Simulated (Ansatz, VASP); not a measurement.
**One calculation of B3C, two programs**

```
B C
1.0
     0.00000    2.35005    2.35005
     2.35005    0.00000    2.35005
     2.35005    2.35005    0.00000
B C
3 1
Direct
  0.75000 0.75000 0.75000
  0.25000 0.25000 0.25000
  0.50000 0.50000 0.50000
  0.00000 0.00000 0.00000
```

Alike in both runs: functional PBE; k mesh 6 × 6 × 6; occupations gaussian, width 0.1 eV; no spin polarisation.

Ansatz relaxed the structure, and its values are those at the end. VASP's run is a single point on that final structure, the one shown.

|  | VASP | Ansatz |
| --- | --- | --- |
| version | VASP 6.6.1 | Ansatz 0.2.0 |
| potentials or method | VASP PAW PBE potentials, release 64 (B, C) | scalar-relativistic, plane waves, PAW |
| plane-wave cutoff (eV) | 520 | 420 |
| valence electrons in the cell | 13 | 13 |

|  | VASP | Ansatz | Ansatz less VASP |
| --- | --- | --- | --- |
| gap on the k mesh at the Fermi level (eV) | none | none | - |
| pressure (GPa) | -0.4 | -0.3 | +0.06 |

A gap of «none» marks a metal or a gap that the smearing closes.

Caveats: the k mesh is coarse (spacing up to 0.39 Å⁻¹), so the values aren't converged.
